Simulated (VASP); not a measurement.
Level of theory: PBEsol GGA, VASP's PBE PAW potentials (set 64) (plane waves; VASP 6.6.1).

VASP input:

**KPOINTS**
```
Regular mesh
0
G
5 5 1
```

INCAR:
```
SYSTEM = CaSe(100) slab
PREC = Normal; ENCUT = 400; LREAL = .FALSE.
LASPH = .TRUE.
EDIFF = 1E-5; NELM = 100; NELMIN = 4
ALGO = Normal; LMAXMIX = 4
ISMEAR = 0; SIGMA = 0.05
GGA = PS
IBRION = 2; NSW = 50; ISIF = 2
EDIFFG = -0.03
LWAVE = .TRUE.; LCHARG = .FALSE.
DIPOL = 0.5 0.5 0.5
LDIPOL = .TRUE.; IDIPOL = 3
```

File POSCAR:
```
CaSe(100) slab
1
    4.1549586804    -0.0000000000    -0.0000000000
   -0.0000000000     4.1549586804     0.0000000000
    0.0000000000     0.0000000000    26.6405095238
Ca Se
4 4
Direct
  0.0000000000   0.5000000000   0.3345750000
  0.5000000000   0.0000000000   0.4448580000
  0.0000000000   0.5000000000   0.5551420000
  0.5000000000   0.0000000000   0.6654250000
  0.0000000000   0.5000000000   0.4448580000
  0.5000000000   0.0000000000   0.3345750000
  0.0000000000   0.5000000000   0.6654250000
  0.5000000000   0.0000000000   0.5551420000
```

POTCAR, in this order: Ca_sv Se (PBE.64 set). Program: vasp_std.

Task: What does the run give for the energy per atom (σ→0), band gap (on the k-mesh)?

Result: 
The energy per atom (σ→0) comes out as -4.920 eV/atom and the band gap (on the k-mesh) comes out as 2.05 eV.

File OSZICAR:
```
...
       N       E                     dE             d eps       ncg     rms          rms(c)
DAV:   1    -0.393431552237E+02    0.92516E-02   -0.55691E+00   456   0.141E+01    0.745E-01
DAV:   2    -0.393571057762E+02   -0.13951E-01   -0.19965E-01   524   0.270E+00    0.342E-01
DAV:   3    -0.393573546667E+02   -0.24889E-03   -0.66553E-03   768   0.332E-01    0.192E-01
DAV:   4    -0.393571982721E+02    0.15639E-03   -0.60128E-04   552   0.125E-01    0.638E-02
DAV:   5    -0.393572047154E+02   -0.64433E-05   -0.15907E-04   616   0.470E-02    0.144E-02
DAV:   6    -0.393572098832E+02   -0.51678E-05   -0.25216E-05   434   0.198E-02
   6 F= -.39357210E+02 E0= -.39357210E+02  d E =-.100866E-01
```

The cell is a thin slab with vacuum, built from CaSe (rock salt): (100) face.
